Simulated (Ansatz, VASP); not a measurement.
**GaAs: VASP beside Ansatz**

One calculation is typed for both programs; each brings its own data sets. How far apart do they land? The cell is taken from a series of runs on this material, whose earlier steps may have relaxed, scaled, displaced or heated it; both programs get it as it stands.

Calculated with Ansatz 0.2.0; plane waves, with VASP 6.6.1 beside it; relaxation of cell and atoms at r2SCAN.

## 1. Starting point

It takes space group F-43m (No. 216, cubic). The conventional cell has a = 5.653 Å, b = 5.653 Å, c = 5.653 Å, α = 90.00°, β = 90.00°, γ = 90.00°. Nearest to As lie 4 Ga at 2.45 Å. Ga has 4 As at 2.45 Å nearest. Farther neighbours are not listed.

## 2. VASP: relaxation of cell and atoms, r2SCAN

The relaxed volume is the usual yardstick between codes: in a stiff, nearly cubic crystal its relative difference is about their pressure difference at one cell divided by the bulk modulus.

Lines of VASP's logs that name or quote its potential files are left out, and so is its time.

INCAR

```
SYSTEM = GaAs
PREC = Accurate
ENCUT = 550
EDIFF = 1E-07
NELM = 120
ISMEAR = -1
SIGMA = 0.02
LREAL = .FALSE.
ALGO = Normal
METAGGA = R2SCAN
LASPH = .TRUE.
NBANDS = 89
LORBIT = 11
LWAVE = .FALSE.
LCHARG = .FALSE.
ISIF = 3
IBRION = 2
NSW = 80
EDIFFG = -0.005
GGA_COMPAT = .FALSE.
NELMIN = 4
EFERMI = MIDGAP
LMIXTAU = .TRUE.
KPAR = 4
```

POSCAR

```
GaAs
1.0
    0.0000000000      5.6530000000      5.6530000000
    5.6530000000      0.0000000000      5.6530000000
    5.6530000000      5.6530000000      0.0000000000
As Ga
8 8
Direct
    0.3750000000      0.3750000000      0.3750000000
    0.3750000000      0.3750000000      0.8750000000
    0.3750000000      0.8750000000      0.3750000000
    0.3750000000      0.8750000000      0.8750000000
    0.8750000000      0.3750000000      0.3750000000
    0.8750000000      0.3750000000      0.8750000000
    0.8750000000      0.8750000000      0.3750000000
    0.8750000000      0.8750000000      0.8750000000
    0.0000000000      0.0000000000      0.0000000000
    0.0000000000      0.0000000000      0.5000000000
    0.0000000000      0.5000000000      0.0000000000
    0.0000000000      0.5000000000      0.5000000000
    0.5000000000      0.0000000000      0.0000000000
    0.5000000000      0.0000000000      0.5000000000
    0.5000000000      0.5000000000      0.0000000000
    0.5000000000      0.5000000000      0.5000000000
```

KPOINTS

```
Automatic mesh
0
Gamma
4 4 4
0 0 0
```

PAW data sets: As and Ga_d (PBE family, release 64).

Launch:

```
mpirun -np 4 vasp_std
```

Numbers of over 12 decimals in the logs are rounded to 6 here.

Output:

```text
[banner, memory and clock lines left out]
running    4 mpi-ranks, on    1 nodes
 distrk:  each k-point on    1 cores,    4 groups
 distr:  one band on    1 cores,    1 groups

 POSCAR found type information on POSCAR AsGa
 POSCAR found :  2 types and      16 ions
|                                                                             |
|               ----> ADVICE to this user running VASP <----                  |
|                                                                             |
|     You enforced a specific xc type in the INCAR file but a different       |
|     [... a line on the potential file left out ...]
|     I HOPE YOU KNOW WHAT YOU ARE DOING!                                     |
|                                                                             |

 LDA part: xc-table for (None), standard interpolation
 POSCAR, INCAR and KPOINTS ok, starting setup
 FFT: planning ... GRIDC
 FFT: planning ... GRID_SOFT
 FFT: planning ... GRID
 WAVECAR not read
 entering main loop
       N       E                     dE             d eps       ncg     rms          rms(c)
DAV:   1     0.144452542709E+04    0.14445E+04   -0.64874E+04  1608   0.247E+03
DAV:   2     0.134476360327E+03   -0.13100E+04   -0.12476E+04  1432   0.727E+02
DAV:   3    -0.201469317878E+03   -0.33595E+03   -0.31318E+03  1795   0.227E+02
DAV:   4    -0.231204999797E+03   -0.29736E+02   -0.29139E+02  1630   0.641E+01
DAV:   5    -0.233019383709E+03   -0.18144E+01   -0.18049E+01  1928   0.169E+01    0.906E+00
DAV:   6    -0.223538931919E+03    0.94805E+01   -0.50906E+00  1970   0.193E+01    0.514E+00
DAV:   7    -0.212255697635E+03    0.11283E+02   -0.25084E+00  1573   0.709E+00    0.261E+00
DAV:   8    -0.216339415097E+03   -0.40837E+01   -0.34785E+00  1487   0.618E+00    0.109E+00
DAV:   9    -0.216285696065E+03    0.53719E-01   -0.31543E-01  1756   0.257E+00    0.882E-01
DAV:  10    -0.216479055740E+03   -0.19336E+00   -0.10976E-01  1532   0.169E+00    0.528E-01
DAV:  11    -0.215651406430E+03    0.82765E+00   -0.94061E-01  1451   0.372E+00    0.226E-01
DAV:  12    -0.216348265544E+03   -0.69686E+00   -0.23146E-01  1478   0.179E+00    0.203E-01
DAV:  13    -0.216193383545E+03    0.15488E+00   -0.32414E-02  1516   0.690E-01    0.244E-01
DAV:  14    -0.216408183858E+03   -0.21480E+00   -0.18956E-01  1482   0.172E+00    0.180E-01
[...]
DAV:  21    -0.216420529924E+03   -0.33287E-04   -0.24472E-05  1548   0.231E-02    0.279E-03
DAV:  22    -0.216420534567E+03   -0.46426E-05   -0.59695E-06  1738   0.918E-03    0.492E-03
DAV:  23    -0.216420536932E+03   -0.23647E-05   -0.10938E-06  1276   0.533E-03    0.339E-03
DAV:  24    -0.216420537567E+03   -0.63490E-06   -0.30834E-07  1278   0.220E-03    0.162E-03
DAV:  25    -0.216420537727E+03   -0.16038E-06   -0.19243E-07  1033   0.197E-03    0.709E-04
DAV:  26    -0.216420537605E+03    0.12175E-06   -0.96870E-08   840   0.129E-03    0.327E-04
DAV:  27    -0.216420537928E+03   -0.32291E-06   -0.57266E-08   841   0.113E-03    0.319E-04
DAV:  28    -0.216420537941E+03   -0.12384E-07   -0.24877E-08   836   0.838E-04
   1 F= -.21642054E+03 E0= -.21642054E+03  d E =-.216421E+03
 curvature:   0.00 expect dE= 0.000E+00 dE for cont linesearch  0.000E+00
 trial: gam= 0.00000 g(F)=  0.398E-44 g(S)=  0.180E-01 ort = 0.000E+00 (trialstep = 0.100E+01)
 search vector abs. value=  0.180E-01
 bond charge predicted
       N       E                     dE             d eps       ncg     rms          rms(c)
DAV:   1    -0.216599737170E+03   -0.17920E+00   -0.26198E+00  1877   0.142E+01    0.248E+00
DAV:   2    -0.216465500653E+03    0.13424E+00   -0.33019E-01  1756   0.513E+00    0.121E+00
DAV:   3    -0.216416661539E+03    0.48839E-01   -0.80595E-02  1932   0.232E+00    0.215E-01
DAV:   4    -0.216420984506E+03   -0.43230E-02   -0.21202E-02  1435   0.977E-01    0.113E-01
DAV:   5    -0.216423828700E+03   -0.28442E-02   -0.16651E-03  1723   0.185E-01    0.946E-02
DAV:   6    -0.216423908724E+03   -0.80024E-04   -0.83840E-05  1782   0.408E-02    0.107E-01
DAV:   7    -0.216424204465E+03   -0.29574E-03   -0.16264E-04  1615   0.631E-02    0.197E-02
DAV:   8    -0.216424323244E+03   -0.11878E-03   -0.60116E-05  1589   0.383E-02    0.541E-03
DAV:   9    -0.216424322277E+03    0.96659E-06   -0.11547E-05  1576   0.145E-02    0.316E-03
DAV:  10    -0.216424326163E+03   -0.38855E-05   -0.20856E-06  1641   0.741E-03    0.303E-03
DAV:  11    -0.216424337064E+03   -0.10902E-04   -0.10695E-06  1222   0.479E-03    0.111E-03
DAV:  12    -0.216424335000E+03    0.20642E-05   -0.74616E-07  1284   0.609E-03    0.537E-04
DAV:  13    -0.216424335808E+03   -0.80759E-06   -0.12802E-07   935   0.185E-03    0.257E-04
DAV:  14    -0.216424334703E+03    0.11047E-05   -0.59277E-08   819   0.188E-03    0.140E-04
DAV:  15    -0.216424335253E+03   -0.54968E-06   -0.19743E-08   817   0.100E-03    0.168E-04
DAV:  16    -0.216424335206E+03    0.46919E-07   -0.44112E-09   776   0.508E-04
   2 F= -.21642434E+03 E0= -.21642434E+03  d E =-.379727E-02
 trial-energy change:   -0.003797  1 .order   -0.004548   -0.017964    0.008867
 step:   0.6304(harm=  0.6695)  dis= 0.00000  next Energy=  -216.426012 (dE=-0.547E-02)
 bond charge predicted
       N       E                     dE             d eps       ncg     rms          rms(c)
DAV:   1    -0.216449687562E+03   -0.25352E-01   -0.35239E-01  1895   0.510E+00    0.923E-01
DAV:   2    -0.216431485491E+03    0.18202E-01   -0.46535E-02  1776   0.202E+00    0.444E-01
DAV:   3    -0.216425314937E+03    0.61706E-02   -0.10390E-02  1948   0.830E-01    0.835E-02
DAV:   4    -0.216425489349E+03   -0.17441E-03   -0.32056E-03  1426   0.376E-01    0.430E-02
DAV:   5    -0.216426019299E+03   -0.52995E-03   -0.24501E-04  1647   0.677E-02    0.411E-02
DAV:   6    -0.216426068867E+03   -0.49568E-04   -0.33827E-05  1573   0.288E-02    0.547E-02
DAV:   7    -0.216426038582E+03    0.30285E-04   -0.24565E-05  1639   0.270E-02    0.534E-03
DAV:   8    -0.216426047178E+03   -0.85960E-05   -0.86980E-06  1675   0.149E-02    0.170E-03
DAV:   9    -0.216426046127E+03    0.10512E-05   -0.11878E-06  1468   0.418E-03    0.763E-04
DAV:  10    -0.216426046912E+03   -0.78558E-06   -0.49992E-07  1108   0.457E-03    0.658E-04
DAV:  11    -0.216426042413E+03    0.44991E-05   -0.32960E-07  1117   0.365E-03    0.689E-04
DAV:  12    -0.216426043735E+03   -0.13218E-05   -0.95995E-08   894   0.192E-03    0.268E-04
DAV:  13    -0.216426043657E+03    0.77875E-07   -0.15525E-08   783   0.828E-04
   3 F= -.21642604E+03 E0= -.21642604E+03  d E =-.550572E-02
 curvature:  -0.33 expect dE=-0.163E-04 dE for cont linesearch -0.163E-04
 trial: gam=-0.04969 g(F)=  0.311E-44 g(S)=  0.494E-04 ort = 0.942E-03 (trialstep = 0.926E+00)
 search vector abs. value=  0.136E-06
 reached required accuracy - stopping structural energy minimisation
```

Parts of OUTCAR (step 2):

```text
ion  position               nearest neighbor table
   1  0.375  0.375  0.375-  16 2.45  14 2.45  15 2.45  12 2.45
   2  0.375  0.375  0.875-  15 2.45  13 2.45  11 2.45  16 2.45
   3  0.375  0.875  0.375-  14 2.45  13 2.45  10 2.45  16 2.45
   4  0.375  0.875  0.875-  13 2.45   9 2.45  14 2.45  15 2.45
   5  0.875  0.375  0.375-  12 2.45  11 2.45  10 2.45  16 2.45
   6  0.875  0.375  0.875-  11 2.45   9 2.45  12 2.45  15 2.45
   7  0.875  0.875  0.375-  10 2.45   9 2.45  12 2.45  14 2.45
   8  0.875  0.875  0.875-   9 2.45  10 2.45  11 2.45  13 2.45
   9  0.000  0.000  0.000-   8 2.45   6 2.45   7 2.45   4 2.45
  10  0.000  0.000  0.500-   7 2.45   5 2.45   3 2.45   8 2.45
  11  0.000  0.500  0.000-   6 2.45   5 2.45   2 2.45   8 2.45
  12  0.000  0.500  0.500-   5 2.45   1 2.45   6 2.45   7 2.45
  13  0.500  0.000  0.000-   4 2.45   3 2.45   2 2.45   8 2.45
  14  0.500  0.000  0.500-   3 2.45   1 2.45   4 2.45   7 2.45
  15  0.500  0.500  0.000-   2 2.45   1 2.45   4 2.45   6 2.45
  16  0.500  0.500  0.500-   1 2.45   2 2.45   3 2.45   5 2.45

  LATTYP: Found a face centered cubic cell.
 ALAT       =    11.3060000000

 Subroutine GETGRP returns: Found 24 space group operations
 (whereof 24 operations were pure point group operations)

The static configuration has the point symmetry T_d .

 Found      8 irreducible k-points:

   k-points           NKPTS =      8   k-points in BZ     NKDIM =      8   number of bands    NBANDS=     89

   dimension x,y,z NGX =    64 NGY =   64 NGZ =   64
   dimension x,y,z NGXF=   128 NGYF=  128 NGZF=  128

   ENCUT  =  550.0 eV  40.42 Ry    6.36 a.u.  15.29 15.29 15.29*2*pi/ulx,y,z

   NELECT =     144.0000    total number of electrons

 k-points in reciprocal lattice and weights: Automatic mesh
   0.00000000  0.00000000  0.00000000       0.016
   0.25000000  0.00000000  0.00000000       0.125
   0.50000000  0.00000000  0.00000000       0.062
   0.25000000  0.25000000  0.00000000       0.094
   0.50000000  0.25000000  0.00000000       0.375
  -0.25000000  0.25000000  0.00000000       0.188
   0.50000000  0.50000000  0.00000000       0.047
  -0.25000000  0.50000000  0.25000000       0.094

 average (electrostatic) potential at core
       1 -54.9816       2 -54.9816       3 -54.9816       4 -54.9816       5 -54.9816
       6 -54.9816       7 -54.9816       8 -54.9816       9 -71.3192      10 -71.3192
      11 -71.3192      12 -71.3192      13 -71.3192      14 -71.3192      15 -71.3192
      16 -71.3192

 E-fermi :   4.0747

 k-point     1 :       0.0000    0.0000    0.0000
  band No.  band energies     occupation
    ...
     68       2.4345      2.00000
     69       2.4345      2.00000
     70       3.6075      2.00000
     71       3.6075      2.00000
     72       3.6075      2.00000
     73       4.5419      0.00000
     74       4.9448      0.00000
     75       4.9448      0.00000
     76       4.9448      0.00000
     77       4.9448      0.00000
    ...

 k-point     2 :       0.2500    0.0000    0.0000
  band No.  band energies     occupation
    ...
     68       2.1223      2.00000
     69       2.5617      2.00000
     70       2.5617      2.00000
     71       3.3679      2.00000
     72       3.3679      2.00000
     73       5.0710      0.00000
     74       5.5412      0.00000
     75       5.6171      0.00000
     76       5.6171      0.00000
     77       5.6171      0.00000
    ...

 k-point     3 :       0.5000    0.0000    0.0000
  band No.  band energies     occupation
    ...
     68       1.5171      2.00000
     69       2.9144      2.00000
     70       2.9144      2.00000
     71       2.9144      2.00000
     72       2.9144      2.00000
     73       5.4019      0.00000
     74       5.4019      0.00000
     75       6.1257      0.00000
     76       6.1257      0.00000
     77       6.1257      0.00000
    ...

  Total        0.0739080      0.0739080      0.0739080     -0.0000000      0.0000000      0.0000000
  in kB        0.3251247      0.3251247      0.3251247     -0.0000000      0.0000000      0.0000000
  external PRESSURE =       0.3251247 kB  Pullay stress =       0.0000000 kB

  energy-cutoff  :      550.00
  volume of cell :      364.21
      direct lattice vectors                 reciprocal lattice vectors
     0.000000000  5.668141900  5.668141900    -0.088212329  0.088212329  0.088212329
     5.668141900 -0.000000000  5.668141900     0.088212329 -0.088212329  0.088212329
     5.668141900  5.668141900 -0.000000000     0.088212329  0.088212329 -0.088212329

 POSITION                                       TOTAL-FORCE (eV/Angst)
 -----------------------------------------------------------------------------------
      4.25111      4.25111      4.25111        -0.000000      0.000000     -0.000000
      7.08518      7.08518      4.25111        -0.000000      0.000000     -0.000000
      7.08518      4.25111      7.08518        -0.000000      0.000000     -0.000000
      9.91925      7.08518      7.08518        -0.000000      0.000000     -0.000000
      4.25111      7.08518      7.08518         0.000000      0.000000     -0.000000
      7.08518      9.91925      7.08518         0.000000      0.000000     -0.000000
      7.08518      7.08518      9.91925        -0.000000      0.000000     -0.000000
      9.91925      9.91925      9.91925        -0.000000      0.000000     -0.000000
      0.00000      0.00000     -0.00000        -0.000000     -0.000000      0.000000
      2.83407      2.83407     -0.00000         0.000000     -0.000000     -0.000000
      2.83407     -0.00000      2.83407        -0.000000     -0.000000      0.000000
      5.66814      2.83407      2.83407         0.000000      0.000000      0.000000
      0.00000      2.83407      2.83407        -0.000000     -0.000000      0.000000
      2.83407      5.66814      2.83407         0.000000     -0.000000      0.000000
      2.83407      2.83407      5.66814         0.000000     -0.000000      0.000000
      5.66814      5.66814      5.66814         0.000000      0.000000      0.000000
 -----------------------------------------------------------------------------------
    total drift:                                0.000003      0.000003      0.000003

  FREE ENERGIE OF THE ION-ELECTRON SYSTEM (eV)
  ---------------------------------------------------
  free  energy   TOTEN  =      -216.4260436571 eV

  energy  without entropy=     -216.4260436571  energy(sigma->0) =     -216.42604366

 reached required accuracy - stopping structural energy minimisation

 total charge
# of ion       s       p       d       tot
------------------------------------------
    1        1.204   1.634   0.032   2.870
    2        1.204   1.634   0.032   2.870
    3        1.204   1.634   0.032   2.870
    4        1.204   1.634   0.032   2.870
    5        1.204   1.634   0.032   2.870
    6        1.204   1.634   0.032   2.870
    7        1.204   1.634   0.032   2.870
    8        1.204   1.634   0.032   2.870
    9        0.847   0.788   9.998  11.633
   10        0.847   0.788   9.998  11.633
   11        0.847   0.788   9.998  11.633
   12        0.847   0.788   9.998  11.633
   13        0.847   0.788   9.998  11.633
   14        0.847   0.788   9.998  11.633
   15        0.847   0.788   9.998  11.633
   16        0.847   0.788   9.998  11.633
--------------------------------------------------
tot         16.406  19.380  80.235 116.021

[... 3 further parts left out ...]
```

CONTCAR:

```
GaAs
   1.00000000000000
     0.0000000000000000    5.6681418999209825    5.6681418999209825
     5.6681418999209825   -0.0000000000000000    5.6681418999209825
     5.6681418999209825    5.6681418999209825   -0.0000000000000000
  As              Ga
     8     8
Direct
     0.3750000000000000    0.3750000000000000    0.3750000000000000
     0.3750000000000000    0.3750000000000000    0.8750000000000000
     0.3750000000000000    0.8750000000000000    0.3750000000000000
     0.3750000000000000    0.8750000000000000    0.8750000000000000
     0.8750000000000000    0.3750000000000000    0.3750000000000000
     0.8750000000000000    0.3750000000000000    0.8750000000000000
     0.8750000000000000    0.8750000000000000    0.3750000000000000
     0.8750000000000000    0.8750000000000000    0.8750000000000000
     0.0000000000000000    0.0000000000000000    0.0000000000000000
     0.0000000000000000    0.0000000000000000    0.5000000000000000
     0.0000000000000000    0.5000000000000000    0.0000000000000000
     0.0000000000000000    0.5000000000000000    0.5000000000000000
     0.5000000000000000    0.0000000000000000    0.0000000000000000
     0.5000000000000000    0.0000000000000000    0.5000000000000000
     0.5000000000000000    0.5000000000000000    0.0000000000000000
     0.5000000000000000    0.5000000000000000    0.5000000000000000
```

The run keeps the 24 symmetry operations of its start, so it cannot find a distortion of lower symmetry.

[end of part 1 of 2]

[Lines on the potential files, build, host, timing and source positions are cut from VASP's logs without a mark.]

[Logs are printed without paths, hosts, clocks, repeated set-up lines and the standing remarks that a program may print on its own settings, such as how far it seeks lower states.]

[Hosts, paths, dates, database ids (printed as entryN), source tags and the programs' standing remarks are cut or masked in the printed files.]
